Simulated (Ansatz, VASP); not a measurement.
# Te2Pt (1T-PtTe2 4 layers, AA): VASP beside Ansatz, part 2 of 2

Aim: how closely do two programs agree when they are given the same cell, functional and k mesh? Of the first pair: The structure shown is the start of the Ansatz relaxation below; VASP solves that cell, so the two are compared at the walk's first step.

VASP 6.6.1 and Ansatz 0.2.0.

So far: The structure; Ansatz: relaxation, PBE with D3(BJ).

## Step 3: VASP: single point, PBE with D3(BJ), start cell, pair 1

Level of this step: PBE with D3(BJ); plane waves and PAW (Te, Pt) (VASP).

The same cell, functional, mesh and smearing now go to VASP, with its own data sets.

Lines of VASP's logs that name or quote its potential files are left out, and so is its time.

INCAR reads:

```
SYSTEM = Te2Pt
PREC = Accurate
ENCUT = 400
EDIFF = 1E-06
NELM = 120
ISMEAR = -1
SIGMA = 0.05
LREAL = .FALSE.
ALGO = Normal
GGA = PE
IVDW = 12
NBANDS = 56
LASPH = .TRUE.
LORBIT = 11
LWAVE = .FALSE.
LCHARG = .FALSE.
ISIF = 2
LDIPOL = .TRUE.
IDIPOL = 3
DIPOL = 0.5 0.5 0.5
LVHAR = .TRUE.
GGA_COMPAT = .FALSE.
NELMDL = -8
KPAR = 2
```

POSCAR reads:

```
Te2Pt
1.0
    4.0200000000      0.0000000000      0.0000000000
   -2.0100000000      3.4814220000      0.0000000000
    0.0000000000      0.0000000000     70.3933070000
Te Pt
8 4
Direct
    0.6666666667      0.3333333333      0.3601194642
    0.3333333333      0.6666666667      0.3949001430
    0.6666666667      0.3333333333      0.4417795999
    0.3333333333      0.6666666667      0.4765602716
    0.6666666667      0.3333333333      0.5234397284
    0.3333333333      0.6666666667      0.5582204001
    0.6666666667      0.3333333333      0.6050998570
    0.3333333333      0.6666666667      0.6398805358
    0.0000000000      0.0000000000      0.3775097965
    0.0000000000      0.0000000000      0.4591699322
    0.0000000000      0.0000000000      0.5408300678
    0.0000000000      0.0000000000      0.6224902035
```

KPOINTS reads:

```
Automatic mesh
0
Gamma
12 12 1
0 0 0
```

The projector-augmented-wave data sets are Te and Pt (PBE family, release 64).

Command:

```console
$ mpirun -np 2 vasp_std
```

Numbers of over 12 decimals in the logs are rounded to 6 here.

The log of the run:

```text
[banner, memory and clock lines left out]
running    2 mpi-ranks, on    1 nodes
 distrk:  each k-point on    1 cores,    2 groups
 distr:  one band on    1 cores,    1 groups

 POSCAR found type information on POSCAR TePt
 POSCAR found :  2 types and      12 ions
 LDA part: xc-table for (Slater+PW92), standard interpolation
|                                                                             |
|           W    W    AA    RRRRR   N    N  II  N    N   GGGG   !!!           |
|           W    W   A  A   R    R  NN   N  II  NN   N  G    G  !!!           |
|           W    W  A    A  R    R  N N  N  II  N N  N  G       !!!           |
|           W WW W  AAAAAA  RRRRR   N  N N  II  N  N N  G  GGG   !            |
|           WW  WW  A    A  R   R   N   NN  II  N   NN  G    G                |
|           W    W  A    A  R    R  N    N  II  N    N   GGGG   !!!           |
|                                                                             |
|     One of the lattice vectors is very long (>50 A), but AMIN is rather     |
|     large. This can spoil convergence since charge sloshing might occur     |
|     along the long lattice vector. If problems with convergence are         |
|     observed, try to decrease AMIN to a smaller value (e.g. 0.01).          |
|     Note: This warning only applies if the self-consistency cycle is        |
|     used.                                                                   |
|                                                                             |

 POSCAR, INCAR and KPOINTS ok, starting setup
 FFT: planning ... GRIDC
 FFT: planning ... GRID_SOFT
 FFT: planning ... GRID
 WAVECAR not read
 entering main loop
       N       E                     dE             d eps       ncg     rms          rms(c)
DAV:   1     0.629049803689E+03    0.62905E+03   -0.25472E+04  2184   0.947E+02
DAV:   2     0.284156129176E+02   -0.60063E+03   -0.57517E+03  3064   0.196E+02
DAV:   3    -0.518924468783E+02   -0.80308E+02   -0.78674E+02  2576   0.759E+01
DAV:   4    -0.546122103960E+02   -0.27198E+01   -0.26842E+01  2816   0.154E+01
DAV:   5    -0.546801558572E+02   -0.67945E-01   -0.67864E-01  2760   0.284E+00
DAV:   6    -0.546826229531E+02   -0.24671E-02   -0.24666E-02  2856   0.472E-01
DAV:   7    -0.546827267371E+02   -0.10378E-03   -0.10378E-03  2848   0.991E-02
DAV:   8    -0.546827314748E+02   -0.47377E-05   -0.47374E-05  2704   0.186E-02    0.283E+01
DAV:   9    -0.533006476542E+02    0.13821E+01   -0.95722E+00  2312   0.170E+01    0.208E+01
DAV:  10    -0.530289762758E+02    0.27167E+00   -0.36520E+00  2256   0.110E+01    0.678E+00
DAV:  11    -0.528106230404E+02    0.21835E+00   -0.38258E-01  2280   0.377E+00    0.194E+00
DAV:  12    -0.527800540977E+02    0.30569E-01   -0.25367E-01  2368   0.264E+00    0.713E-01
DAV:  13    -0.527803483358E+02   -0.29424E-03   -0.37554E-02  2360   0.101E+00    0.819E-01
DAV:  14    -0.527805962270E+02   -0.24789E-03   -0.51786E-03  2424   0.310E-01    0.643E-01
[...]
DAV:  19    -0.527801386285E+02   -0.87286E-05   -0.21265E-06  1720   0.667E-03    0.193E-02
DAV:  20    -0.527801428729E+02   -0.42444E-05   -0.26464E-06  1536   0.927E-03    0.115E-02
DAV:  21    -0.527801462256E+02   -0.33527E-05   -0.77468E-07  1392   0.322E-03    0.577E-03
DAV:  22    -0.527801503602E+02   -0.41346E-05   -0.34363E-07  1512   0.162E-03    0.179E-03
DAV:  23    -0.527801534480E+02   -0.30878E-05   -0.14189E-07  1416   0.133E-03    0.119E-03
DAV:  24    -0.527801560304E+02   -0.25823E-05   -0.86256E-08  1368   0.700E-04    0.829E-04
DAV:  25    -0.527801599220E+02   -0.38917E-05   -0.26804E-07  1488   0.682E-04    0.430E-04
DAV:  26    -0.527801607453E+02   -0.82324E-06   -0.37534E-08  1392   0.485E-04
   1 F= -.58317362E+02 E0= -.58303896E+02  d E =-.269311E-01
```

Parts of OUTCAR (step 3):

```text
ion  position               nearest neighbor table
   1  0.667  0.333  0.360-   9 2.62   9 2.62   9 2.62   2 3.37   2 3.37   2 3.37
   2  0.333  0.667  0.395-   9 2.62   9 2.62   9 2.62   1 3.37   1 3.37   1 3.37
   3  0.667  0.333  0.442-  10 2.62  10 2.62  10 2.62   4 3.37   4 3.37   4 3.37
   4  0.333  0.667  0.477-  10 2.62  10 2.62  10 2.62   3 3.37   3 3.37   3 3.37
   5  0.667  0.333  0.523-  11 2.62  11 2.62  11 2.62   6 3.37   6 3.37   6 3.37
   6  0.333  0.667  0.558-  11 2.62  11 2.62  11 2.62   5 3.37   5 3.37   5 3.37
   7  0.667  0.333  0.605-  12 2.62  12 2.62  12 2.62   8 3.37   8 3.37   8 3.37
   8  0.333  0.667  0.640-  12 2.62  12 2.62  12 2.62   7 3.37   7 3.37   7 3.37
   9  0.000  0.000  0.378-   1 2.62   1 2.62   1 2.62   2 2.62   2 2.62   2 2.62
  10  0.000  0.000  0.459-   3 2.62   3 2.62   3 2.62   4 2.62   4 2.62   4 2.62
  11  0.000  0.000  0.541-   6 2.62   6 2.62   6 2.62   5 2.62   5 2.62   5 2.62
  12  0.000  0.000  0.622-   8 2.62   8 2.62   8 2.62   7 2.62   7 2.62   7 2.62

  LATTYP: Found a hexagonal cell.
 ALAT       =     4.0200000000
 C/A-ratio  =    17.5107728856

 Subroutine GETGRP returns: Found 12 space group operations
 (whereof 12 operations were pure point group operations)

The static configuration has the point symmetry D_3d.

 Found     19 irreducible k-points:

   k-points           NKPTS =     19   k-points in BZ     NKDIM =     19   number of bands    NBANDS=     56

   dimension x,y,z NGX =    28 NGY =   28 NGZ =  480
   dimension x,y,z NGXF=    56 NGYF=   56 NGZF=  960

   ENCUT  =  400.0 eV  29.40 Ry    5.42 a.u.   6.56  6.56114.79*2*pi/ulx,y,z

   NELECT =      88.0000    total number of electrons

 k-points in reciprocal lattice and weights: Automatic mesh
   0.00000000  0.00000000  0.00000000       0.007
   0.08333333  0.00000000  0.00000000       0.042
   0.16666667  0.00000000  0.00000000       0.042
   0.25000000  0.00000000  0.00000000       0.042
   0.33333333  0.00000000  0.00000000       0.042
   0.41666667  0.00000000  0.00000000       0.042
   0.50000000  0.00000000  0.00000000       0.021
   0.08333333  0.08333333  0.00000000       0.042
   0.16666667  0.08333333  0.00000000       0.083
[...]
0.33333333  0.25000000  0.00000000       0.083
   0.33333333  0.33333333  0.00000000       0.014

 dipolmoment           0.000000      0.000000     -0.000000 electrons x Angstroem

 average (electrostatic) potential at core
       1 -95.5875       2 -95.6751       3 -95.7394       4 -95.7509       5 -95.7509
       6 -95.7394       7 -95.6751       8 -95.5875       9 -75.6252      10 -75.6799
      11 -75.6799      12 -75.6252

 E-fermi :  -0.2727

 k-point     1 :       0.0000    0.0000    0.0000
  band No.  band energies     occupation
    ...
     40      -1.1656      2.00000
     41      -1.1550      2.00000
     42      -1.1550      2.00000
     43      -0.8065      1.99995
     44      -0.3768      1.77849
     45       1.3304      0.00000
     46       1.3304      0.00000
     47       1.4641      0.00000
     48       1.4641      0.00000
     49       1.6008      0.00000
    ...

 k-point     2 :       0.0833    0.0000    0.0000
  band No.  band energies     occupation
    ...
     40      -1.2576      2.00000
     41      -1.2421      2.00000
     42      -0.9767      2.00000
     43      -0.5675      1.99452
     44      -0.2339      0.63045
     45       0.7500      0.00000
     46       0.9125      0.00000
     47       1.0831      0.00000
     48       1.1703      0.00000
     49       1.1961      0.00000
    ...

 k-point     3 :       0.1667    0.0000    0.0000
  band No.  band energies     occupation
    ...
     40      -1.5489      2.00000
     41      -1.4055      2.00000
     42      -0.9373      2.00000
     43      -0.5830      1.99598
     44      -0.2266      0.56959
     45       0.1406      0.00051
     46       0.2665      0.00004
     47       0.3281      0.00001
     48       0.4075      0.00000
     49       1.0139      0.00000
    ...

 Edisp (eV)   -5.53720

  Total      14.32903    14.32903    14.27347     0.00000     0.00000     0.00000
  in kB      23.30307    23.30307    23.21272     0.00000     0.00000     0.00000
  external pressure =       23.27 kB  Pullay stress =        0.00 kB

  energy-cutoff  :      400.00
  volume of cell :      985.18
      direct lattice vectors                 reciprocal lattice vectors
     4.020000000  0.000000000  0.000000000     0.248756219  0.143619475  0.000000000
    -2.010000000  3.481422000  0.000000000     0.000000000  0.287238950  0.000000000
     0.000000000  0.000000000 70.393307000     0.000000000  0.000000000  0.014205896

 POSITION                                       TOTAL-FORCE (eV/Angst)
 -----------------------------------------------------------------------------------
      2.01000      1.16047     25.35000         0.000000      0.000000     -1.961099
     -0.00000      2.32095     27.79833        -0.000000      0.000000      2.008319
      2.01000      1.16047     31.09833         0.000000      0.000000     -2.054286
     -0.00000      2.32095     33.54665         0.000000     -0.000000      2.060083
      2.01000      1.16047     36.84665        -0.000000      0.000000     -2.060083
     -0.00000      2.32095     39.29498        -0.000000     -0.000000      2.054286
      2.01000      1.16047     42.59498        -0.000000     -0.000000     -2.008319
     -0.00000      2.32095     45.04331         0.000000     -0.000000      1.961099
      0.00000      0.00000     26.57416         0.000000      0.000000      0.259159
      0.00000      0.00000     32.32249         0.000000      0.000000      0.021447
      0.00000      0.00000     38.07082         0.000000     -0.000000     -0.021447
      0.00000      0.00000     43.81914         0.000000     -0.000000     -0.259159
 -----------------------------------------------------------------------------------
    total drift:                               -0.000000     -0.000000     -0.000000

  FREE ENERGIE OF THE ION-ELECTRON SYSTEM (eV)
  ---------------------------------------------------
  free  energy   TOTEN  =       -58.3173615966 eV

  energy  without entropy=      -58.2904304639  energy(sigma->0) =      -58.30389603

 vacuum level on the upper side and lower side of the slab         3.937         3.937

 total charge
# of ion       s       p       d       tot
------------------------------------------
    1        1.388   1.932   0.071   3.391
    2        1.392   1.919   0.075   3.385
    3        1.393   1.916   0.075   3.384
    4        1.394   1.914   0.075   3.383
    5        1.394   1.914   0.075   3.383
    6        1.393   1.916   0.075   3.384
    7        1.392   1.919   0.075   3.385
    8        1.388   1.932   0.071   3.391
    9        0.708   0.761   8.125   9.594
   10        0.709   0.759   8.132   9.600
   11        0.709   0.759   8.132   9.600
   12        0.708   0.761   8.125   9.594
--------------------------------------------------
tot         13.966  18.402  33.108  65.476

[... 3 further parts left out ...]
```

## Step 4: Differences

Known differences besides the potentials themselves: Ansatz cuts the interaction across the vacuum, VASP repeats the sheet with a dipole correction (LDIPOL); the data sets hold 200 valence electrons in Ansatz (on its PAW soft_1 files) and 88 in VASP; the cutoff is 420 eV in Ansatz and 400 eV in VASP. Total energies have different zeros and are not compared.

Forces on 7 of the 12 atoms, those with the largest forces and the largest differences (eV/Å; atoms numbered as in POSCAR):

| atom | Ansatz x, y, z | VASP x, y, z |
| --- | --- | --- |
| Te1 | 0.000, 0.000, -1.977 | 0.000, 0.000, -1.961 |
| Te2 | 0.000, 0.000, 2.025 | 0.000, 0.000, 2.008 |
| Te3 | 0.000, 0.000, -2.070 | 0.000, 0.000, -2.054 |
| Te4 | 0.000, 0.000, 2.077 | 0.000, 0.000, 2.060 |
| Te5 | 0.000, 0.000, -2.077 | 0.000, 0.000, -2.060 |
| Te6 | 0.000, 0.000, 2.070 | 0.000, 0.000, 2.054 |
| Te7 | 0.000, 0.000, -2.025 | 0.000, 0.000, -2.008 |

The forces differ by 7.6 meV/Å r.m.s., which is 0.8 % of the r.m.s. force of 0.955 eV/Å (both taken over all components). Where the cell holds vacuum, a pressure given here is an average over it and none of the material.

## Step 5: Ansatz: relaxation, PBE with D3(BJ)

This run makes the geometry at which the two programs are then compared.

The structure compared here is the end of the Ansatz relaxation.

This is the run of step 2 again, met here at its other cell.

## Step 6: VASP: single point, PBE with D3(BJ), relaxed cell, pair 2

The same cell, functional, mesh and smearing now go to VASP, with its own data sets.

INCAR is that of step 3.

POSCAR reads:

```
Te2Pt
1.0
    4.0336012010      0.0000000000      0.0000000000
   -2.0168006005      3.4932011088      0.0000000000
    0.0000000000      0.0000000000     70.3933071060
Te Pt
8 4
Direct
    0.6666666667      0.3333333333      0.3711708912
    0.3333333333      0.6666666667      0.4101615025
    0.6666666667      0.3333333333      0.4441977393
    0.3333333333      0.6666666667      0.4831058161
    0.6666666667      0.3333333333      0.5168941839
    0.3333333333      0.6666666667      0.5558022607
    0.6666666667      0.3333333333      0.5898384975
    0.3333333333      0.6666666667      0.6288291088
    0.0000000000      0.0000000000      0.3909721801
    0.0000000000      0.0000000000      0.4636092851
    0.0000000000      0.0000000000      0.5363907149
    0.0000000000      0.0000000000      0.6090278199
```

KPOINTS is that of step 3.

Command:

```console
$ mpirun -np 2 vasp_std
```

The log of the run:

```text
[banner, memory and clock lines left out]
running    2 mpi-ranks, on    1 nodes
[...]
LDA part: xc-table for (Slater+PW92), standard interpolation
 [... a notice as in an earlier step ...]

 POSCAR, INCAR and KPOINTS ok, starting setup
[...]
entering main loop
       N       E                     dE             d eps       ncg     rms          rms(c)
DAV:   1     0.624237357047E+03    0.62424E+03   -0.25350E+04  2192   0.946E+02
DAV:   2     0.262131967261E+02   -0.59802E+03   -0.57415E+03  3104   0.195E+02
DAV:   3    -0.528491553416E+02   -0.79062E+02   -0.77404E+02  2560   0.754E+01
DAV:   4    -0.555436159148E+02   -0.26945E+01   -0.26580E+01  2864   0.152E+01
[...]
DAV:  30    -0.540039344688E+02   -0.10364E-05   -0.18939E-08  1408   0.408E-04    0.172E-03
DAV:  31    -0.540039356864E+02   -0.12176E-05   -0.27543E-08  1440   0.432E-04    0.411E-04
DAV:  32    -0.540039362891E+02   -0.60273E-06   -0.14942E-08  1392   0.357E-04
   1 F= -.60073738E+02 E0= -.60052377E+02  d E =-.427222E-01
```

OUTCAR, selected parts (step 6):

```text
 Edisp (eV)   -6.06980

  Total      -0.44230    -0.44230    -0.32517     0.00000     0.00000     0.00000
  in kB      -0.71447    -0.71447    -0.52525     0.00000     0.00000     0.00000
  external pressure =       -0.65 kB  Pullay stress =        0.00 kB

 POSITION                                       TOTAL-FORCE (eV/Angst)
 -----------------------------------------------------------------------------------
      2.01680      1.16440     26.12795         0.000000     -0.000000      0.015820
     -0.00000      2.32880     28.87262        -0.000000      0.000000     -0.008990
      2.01680      1.16440     31.26855        -0.000000      0.000000      0.005712
     -0.00000      2.32880     34.00742        -0.000000      0.000000     -0.004753
      2.01680      1.16440     36.38589        -0.000000     -0.000000      0.004753
     -0.00000      2.32880     39.12476         0.000000     -0.000000     -0.005712
      2.01680      1.16440     41.52068        -0.000000     -0.000000      0.008990
     -0.00000      2.32880     44.26536         0.000000      0.000000     -0.015820
      0.00000      0.00000     27.52182         0.000000      0.000000      0.002867
      0.00000      0.00000     32.63499         0.000000     -0.000000     -0.000557
      0.00000      0.00000     37.75832         0.000000     -0.000000      0.000557
      0.00000      0.00000     42.87148         0.000000      0.000000     -0.002867
 -----------------------------------------------------------------------------------
    total drift:                                0.000000      0.000000     -0.000000

  FREE ENERGIE OF THE ION-ELECTRON SYSTEM (eV)
  ---------------------------------------------------
  free  energy   TOTEN  =       -60.0737378936 eV

  energy  without entropy=      -60.0310157334  energy(sigma->0) =      -60.05237681

[... 1 part as in an earlier step ...]

[... 2 further parts left out ...]
[key lines of the parts left out:]
E-fermi :  -0.5209
```

## Step 7: Side by side

What differs besides the data sets and the points named for the pairs above, as far as they apply: the data sets hold 200 valence electrons in Ansatz (on its PAW soft_1 files) and 88 in VASP. Total energies have different zeros and are not compared.

The largest component of a force difference here is 16 meV/Å. Where the cell holds vacuum, a pressure given here is an average over it and none of the material.

## Step 8: Outcome

- r.m.s. force difference (single point, PBE with D3(BJ), start cell, pair 1): 0.80 % of the r.m.s. force
- r.m.s. force difference (single point, PBE with D3(BJ), relaxed cell, pair 2): 4.7 meV/Å

**Reading.** The r.m.s. force difference is 4.7 meV/Å (single point, PBE with D3(BJ), relaxed cell, pair 2), within the 12 meV/Å picked in this series as the mark of a large difference. The data sets hold unlike numbers of valence electrons (200 in Ansatz and 88 in VASP), so part of the differences may come from the potentials. How closely two codes agree says nothing of how well the functional describes the real material.

[Lines on the potential files, build, host, timing and source positions are cut from VASP's logs without a mark.]

[Logs are printed without paths, hosts, clocks, repeated set-up lines and the standing remarks that a program may print on its own settings, such as how far it seeks lower states.]

[Hosts, paths, dates, database ids (printed as entryN), source tags and the programs' standing remarks are cut or masked in the printed files.]
